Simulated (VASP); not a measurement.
Output of a VASP run:

OSZICAR:
```
       N       E                     dE             d eps       ncg     rms          rms(c)
DAV:   1     0.948416838499E+02    0.94842E+02   -0.67127E+03   480   0.115E+03
DAV:   2     0.407820122276E+01   -0.90763E+02   -0.86280E+02   592   0.247E+02
DAV:   3    -0.132989556862E+01   -0.54081E+01   -0.53729E+01   600   0.556E+01
DAV:   4    -0.164298066624E+01   -0.31309E+00   -0.31277E+00   904   0.113E+01
DAV:   5    -0.164413902789E+01   -0.11584E-02   -0.11583E-02   604   0.806E-01    0.400E+00
DAV:   6    -0.154847767454E+01    0.95661E-01   -0.13744E-01   588   0.228E+00    0.273E+00
DAV:   7    -0.153792449317E+01    0.10553E-01   -0.13611E-01   596   0.210E+00    0.783E-01
DAV:   8    -0.154000291932E+01   -0.20784E-02   -0.15134E-02   628   0.891E-01    0.735E-02
DAV:   9    -0.154022779821E+01   -0.22488E-03   -0.71495E-04   608   0.196E-01    0.783E-02
DAV:  10    -0.154032938102E+01   -0.10158E-03   -0.12516E-04   652   0.831E-02    0.211E-02
DAV:  11    -0.154033339328E+01   -0.40123E-05   -0.34364E-05   608   0.379E-02    0.886E-03
DAV:  12    -0.154033321796E+01    0.17532E-06   -0.21426E-06   608   0.143E-02    0.891E-03
DAV:  13    -0.154033310577E+01    0.11219E-06   -0.12774E-07   532   0.324E-03    0.372E-03
DAV:  14    -0.154033307847E+01    0.27294E-07   -0.25224E-07   568   0.250E-03
   1 F= -.15403331E+01 E0= -.15403331E+01  d E =-.553969E-13
```

### OUTCAR
```
------------------------ aborting loop because EDIFF is reached ----------------------------------------
  FORCE on cell =-STRESS in cart. coord.  units (eV):
  Direction    XX          YY          ZZ          XY          YZ          ZX
  --------------------------------------------------------------------------------------
  Total        0.2294183      0.2294183      0.2294183      0.0000000      0.0000000      0.0000000
  in kB        4.3706502      4.3706502      4.3706502      0.0000000      0.0000000      0.0000000
  external PRESSURE =       4.3706502 kB  Pullay stress =       0.0000000 kB
  volume of cell :       84.10
      direct lattice vectors                 reciprocal lattice vectors
     0.000000000  3.477396619  3.477396619    -0.143785727  0.143785727  0.143785727
     3.477396619  0.000000000  3.477396619     0.143785727 -0.143785727  0.143785727
     3.477396619  3.477396619  0.000000000     0.143785727  0.143785727 -0.143785727
  FREE ENERGIE OF THE ION-ELECTRON SYSTEM (eV)
  ---------------------------------------------------
  free  energy   TOTEN  =        -1.5403330785 eV

  energy  without entropy=       -1.5403330785  energy(sigma->0) =       -1.54033308
```
(Selected blocks of OUTCAR.)

**POSCAR**
```
KI
1
    0.0000000000     3.4773966192     3.4773966192
    3.4773966192     0.0000000000     3.4773966192
    3.4773966192     3.4773966192     0.0000000000
K I
1 1
Direct
  0.0000000000   0.0000000000   0.0000000000
  0.5000000000   0.5000000000   0.5000000000
```

Problem. Reconstruct the remaining input files.

Solution. Several could match; the one computed here: the input of the run itself, optB88-vdW, plane waves, VASP's PBE PAW potentials (set 64).

INCAR:
```
SYSTEM  =  KI
PREC  =  Accurate; ENCUT  =  520; LREAL  =  .FALSE.
LASPH  =  .TRUE.
EDIFF  =  1E-7; NELM  =  100; ALGO  =  Normal
LMAXMIX  =  4
ISMEAR  =  0; SIGMA  =  0.05
GGA  =  BO; LUSE_VDW  =  .TRUE.; AGGAC  =  0.0
PARAM1  =  0.1833333333; PARAM2  =  0.22
ISIF  =  2
LWAVE  =  .FALSE.; LCHARG  =  .FALSE.
```

**KPOINTS**
```
K-points
0
gamma
7 7 7
```

POTCAR, in this order: K_sv I (PBE.64 set). Program: vasp_std.

The compound is KI in the rock salt structure. This cell is one point of a volume scan, at 0.97 of the reference volume.
